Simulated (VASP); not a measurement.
Consider the following.

```
CELL_PARAMETERS angstrom
     -2.01285     2.01285     3.92990
      2.01285    -2.01285     3.92990
      2.01285     2.01285    -3.92990
ATOMIC_POSITIONS crystal
  Be 0.00000 0.00000 0.00000
  Be 0.75000 0.25000 0.50000
  Be 0.25000 0.75000 0.50000
  Zn 0.50000 0.50000 0.00000
  O  0.08336 0.08336 0.44108
  O  0.91664 0.35773 0.00000
  O  0.64227 0.64227 0.55892
  O  0.35773 0.91664 0.00000
```

Computed with PBEsol GGA, VASP's PBE PAW potentials (set 64) (plane waves; VASP). Run with 520 eV cut-off, 9×9×9 Γ-centred mesh, tetrahedra with Blöchl corrections, potentials Be Zn O.

Q: Predict the energy per atom (σ→0), band gap (on the k-mesh) with the smallest direct gap where there is one.

A: 
```yaml
band gap (on the k-mesh): 4.34 eV
smallest direct gap (on the k-mesh): 4.34 eV
energy per atom (σ→0): -6.699 eV/atom
```

The absolute energy has meaning only against runs of the same code, potentials and settings.

The structure comes from a computed database's Be3ZnO4 entry (I-42m); how it stands against other phases isn't given here. It was relaxed first.
